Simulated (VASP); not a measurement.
# Pd: stress against strain

Pd (fcc, Fm-3m, 14.510 Å³/atom at rest, cube axes along x, y and z) under an equal strain ε along x and y, with z held. PBEsol in VASP (plane waves, PAW), 480 eV, 20×20×20 Γ-centred mesh, Methfessel-Paxton smearing 0.10 eV; ions are relaxed within the symmetry of each cell. Stress is positive for a compressed cell.

Here s stands for strain and y for stress xx.

```csv
strain (%),stress xx (GPa)
-3.00,?
-1.50,7.29
-1.00,4.73
-0.50,2.33
0.00,0.10
0.50,-1.99
1.00,-3.96
1.50,-5.79
```

The 7 complete rows are fitted with a straight line, y against s. Means: s 0, y 0.387. About the means, the sum of products is -30.470 and the sum of squares of s is 7.0000; the slope is their ratio. Least squares gives y = 0.387 - 4.3529·s. Residuals (row less fit): 0.374, -0.010, -0.233, -0.287, -0.201, 0.006, 0.352; standard error 0.297 (degrees of freedom: 5). The slope gives the elastic constants C11 + C12 = 435 ± 11 GPa.

Question: What does the fit predict for y at s = -3.00, and how far is the calculated value from it?

Answer: y = 0.387 - 4.3529 × (-3.0) = 13.446 GPa. The calculation gives 15.98 GPa, 2.534 GPa above the prediction (11.6 % of the range of y in the table). The row lies outside the fitted rows, so this is an extrapolation. From the scatter of the fitted rows alone, a prediction at this place has a standard error of 0.463 GPa, so the miss is 5.5 times that.

One order more, fitted to all 13 runs of the series, follows each within 0.08, so the miss is the next term of a smooth law. In a metal these values are sensitive to mesh and smearing; energies are taken to zero smearing, stresses follow the free energy. Rows are the converged runs of the series near zero and its far end; series whose fitted rows scatter by over a few per cent of the range, as at a crossing or softening among them, aren't shown in this form. Most that stay on the fit to the last digits aren't either.
